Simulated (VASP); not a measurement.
Na2Ta3:

```
Na Ta
1.0
     3.91085    0.00000    0.00000
    -1.95543    3.38690    0.00000
     0.00000    0.00000    5.95650
Na Ta
2 3
Cartesian
  1.9554 1.1290 4.5347
  0.0000 2.2579 1.4218
  1.9554 1.1290 2.0914
  0.0000 2.2579 3.8651
  0.0000 0.0000 0.0000
```

The cell was built by a generator and needn't be a form met in nature.

- Program: VASP 6.6.1
- Task: relaxation of cell and atoms
- Functional: RPBE
- Potentials or basis: VASP PAW PBE potentials, release 64 (Na_pv, Ta_pv)
- Cutoff: 600 eV
- k mesh: 8 × 8 × 5
- Occupations: methfessel-paxton, width 0.1 eV
- Spin: no spin polarisation

At the start: pressure 43.2 GPa; volume 15.78 Å³/atom.

**Question.** How do energy, volume and symmetry change on relaxing?

**Answer.** Over 15 steps the energy falls by 973.9 meV/atom and the volume is 21.33 Å³/atom (+35.1 %); space group P-3m1 (No. 164, to 0.05 Å).

The path:
| step | energy change (eV) | largest force (eV/Å) | pressure (GPa) | volume (Å³) |
| --- | --- | --- | --- | --- |
| 1 | 0.0000 | 3.5952 | 43.22 | 78.90 |
| 2 | -2.6313 | 0.7405 | -10.23 | 138.13 |
| 3 | -3.6332 | 1.4258 | -1.71 | 110.87 |
| 4 | -4.1190 | 1.4339 | -1.60 | 110.36 |
| 5 | -4.5328 | 1.5354 | -0.71 | 108.44 |
| 6 | -4.8007 | 0.2549 | 0.12 | 106.29 |
| 7 | -4.8024 | 0.3536 | 0.24 | 106.10 |
| 8 | -4.8435 | 0.3175 | -0.16 | 106.65 |
| 9 | -4.8499 | 0.2902 | -0.34 | 106.94 |
| 10 | -4.8617 | 0.1362 | 0.30 | 106.12 |
| 11 | -4.8624 | 0.1543 | 0.50 | 105.89 |
| 12 | -4.8671 | 0.1125 | -0.26 | 107.02 |
| 13 | -4.8671 | 0.1111 | -0.24 | 107.03 |
| 14 | -4.8692 | 0.0200 | -0.02 | 106.68 |
| 15 | -4.8693 | 0.0022 | -0.02 | 106.63 |

Final structure:
```
CELL_PARAMETERS angstrom
4.62277 0.00000 0.00000
-2.31138 4.00343 0.00000
0.00000 0.00000 5.76140
ATOMIC_POSITIONS crystal
Na 0.66667 0.33333 0.85106
Na 0.33333 0.66667 0.14894
Ta 0.66667 0.33333 0.36522
Ta 0.33333 0.66667 0.63478
Ta 0.00000 0.00000 0.00000
```

Caveat: the volume moved by over 15 % at a fixed basis, so the end points are rough; the PAW data sets were made with another functional, which shifts forces and pressure a little.
